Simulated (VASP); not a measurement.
Output of a VASP run:

File OSZICAR:
```
       N       E                     dE             d eps       ncg     rms          rms(c)
DAV:   1     0.841082856641E+02    0.84108E+02   -0.83293E+03 10116   0.157E+03
DAV:   2    -0.968815309169E+01   -0.93796E+02   -0.86736E+02  9935   0.254E+02
DAV:   3    -0.118322703911E+02   -0.21441E+01   -0.20806E+01 11895   0.546E+01
DAV:   4    -0.118658695734E+02   -0.33599E-01   -0.33592E-01 14415   0.520E+00
DAV:   5    -0.118660872114E+02   -0.21764E-03   -0.21764E-03 12324   0.424E-01    0.142E+01
DAV:   6    -0.102425713444E+02    0.16235E+01   -0.14619E+01 10607   0.769E+01    0.745E+00
DAV:   7    -0.975086272736E+01    0.49171E+00   -0.21899E+00 10908   0.289E+01    0.360E+00
DAV:   8    -0.973867430841E+01    0.12188E-01   -0.21075E-02 14191   0.166E+00    0.176E+00
DAV:   9    -0.972390524948E+01    0.14769E-01   -0.52296E-03 14551   0.120E+00    0.620E-01
DAV:  10    -0.972414703563E+01   -0.24179E-03   -0.44235E-04 13325   0.293E-01    0.392E-01
DAV:  11    -0.972411625220E+01    0.30783E-04   -0.53529E-04 12612   0.367E-01    0.301E-02
DAV:  12    -0.972411131894E+01    0.49333E-05   -0.22440E-05 11229   0.437E-02    0.164E-02
DAV:  13    -0.972410926966E+01    0.20493E-05   -0.26813E-06 14515   0.225E-02    0.124E-02
DAV:  14    -0.972410985211E+01   -0.58245E-06   -0.42737E-07 11229   0.873E-03    0.367E-03
DAV:  15    -0.972410960104E+01    0.25108E-06   -0.59634E-08  5714   0.415E-03    0.996E-04
DAV:  16    -0.972410962218E+01   -0.21142E-07   -0.11387E-08  5538   0.157E-03
   1 F= -.97241096E+01 E0= -.97242752E+01  d E =-.972411E+01  mag=     3.2395
```

File OUTCAR:
```
------------------------ aborting loop because EDIFF is reached ----------------------------------------
  FORCE on cell =-STRESS in cart. coord.  units (eV):
  Direction    XX          YY          ZZ          XY          YZ          ZX
  --------------------------------------------------------------------------------------
  Total       -1.6302347     -1.6302351     -1.6426360      0.0000000     -0.0000000      0.0000000
  in kB     -116.6306468   -116.6306714   -117.5178653      0.0000000     -0.0000000      0.0000000
  external PRESSURE =    -116.9263945 kB  Pullay stress =       0.0000000 kB
  volume of cell :       22.39
      direct lattice vectors                 reciprocal lattice vectors
     1.260966314 -2.184057953  0.000000000     0.396521298 -0.228931654  0.000000000
     1.260966314  2.184057953  0.000000000     0.396521298  0.228931654  0.000000000
     0.000000000  0.000000000  4.065841047     0.000000000  0.000000000  0.245951573
 POSITION                                       TOTAL-FORCE (eV/Angst)
 -----------------------------------------------------------------------------------
      1.26097      0.72802      1.01646        -0.000000      0.000000      0.000000
      1.26097     -0.72802      3.04938         0.000000     -0.000000      0.000000
 -----------------------------------------------------------------------------------
    total drift:                                0.000024      0.000005     -0.000029
  FREE ENERGIE OF THE ION-ELECTRON SYSTEM (eV)
  ---------------------------------------------------
  free  energy   TOTEN  =        -9.7241096222 eV

  energy  without entropy=       -9.7246063636  energy(sigma->0) =       -9.72427520

 total charge

# of ion       s       p       d       tot
------------------------------------------
    1        0.474   0.489   7.259   8.221
    2        0.474   0.489   7.259   8.221
--------------------------------------------------
tot          0.948   0.977  14.517  16.443

 magnetization (x)

# of ion       s       p       d       tot
------------------------------------------
    1       -0.014  -0.048   1.701   1.638
    2       -0.014  -0.048   1.701   1.638
--------------------------------------------------
tot         -0.029  -0.097   3.403   3.277

 reached required accuracy - stopping structural energy minimisation
```
(Selected blocks of OUTCAR.)

File POSCAR:
```
Co
1
    1.2609663142    -2.1840579535     0.0000000000
    1.2609663142     2.1840579535     0.0000000000
    0.0000000000     0.0000000000     4.0658410473
Co
2
Direct
  0.3333330000   0.6666670000   0.2500000000
  0.6666670000   0.3333330000   0.7500000000
```

Write an INCAR and KPOINTS that could have produced this output.

This is not unique; one that fits is the input of the run itself, rev-vdW-DF2, plane waves, VASP's PBE PAW potentials (set 64).

**KPOINTS**
```
Automatic mesh
0
Gamma
17 17 9
0 0 0
```

**INCAR**
```
! general
SYSTEM  =Co
PREC    =Accurate
ENCUT   =520
LREAL   =.FALSE.
LASPH   =.TRUE.

! electronic loop
EDIFF   =1E-7
NELM    =100
ALGO    =Normal
LMAXMIX =4

! smearing
ISMEAR  =1
SIGMA   =0.1

! functional
GGA     =MK
LUSE_VDW=.TRUE.
AGGAC   =0.0
PARAM1  =0.1234568
PARAM2  =0.7114
ZAB_VDW =-1.8867

! spin
ISPIN   =2
MAGMOM  =2*1.6

! ions
IBRION  =2
NSW     =30
ISIF    =4
EDIFFG  =-0.01

! output
LWAVE   =.FALSE.
LCHARG  =.FALSE.
LORBIT  =10
```

POTCAR, in this order: Co (PBE.64 set). Program: vasp_std.

The compound is Co in the hcp structure. This cell is one point of a volume scan, at 1.06 of the reference volume.
